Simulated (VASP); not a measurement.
Here is the system:

```
BeS
1.0
    0.00000     2.45376     2.45376
    2.45376     0.00000     2.45376
    2.45376     2.45376     0.00000
Be S
1 1
Cartesian
  0.00000   0.00000   0.00000
  1.22688   1.22688   1.22688
```

Method: revPBE GGA, VASP's PBE PAW potentials (set 64) (plane waves; VASP). Run with 520 eV cut-off, 10×10×10 Γ-centred mesh, tetrahedra with Blöchl corrections, potentials Be S.

**Question.** Estimate the energy per atom (σ→0), band gap (on the k-mesh) with the smallest direct gap where there is one.

**Answer.** 
```json
{
  "band gap (on the k-mesh)": "3.27 eV",
  "smallest direct gap (on the k-mesh)": "5.70 eV",
  "energy per atom (σ→0)": "-4.748 eV/atom"
}
```

Total energies compare only between runs with the same potentials, cut-off and functional.

The compound is BeS in the zinc blende structure. It was relaxed first.
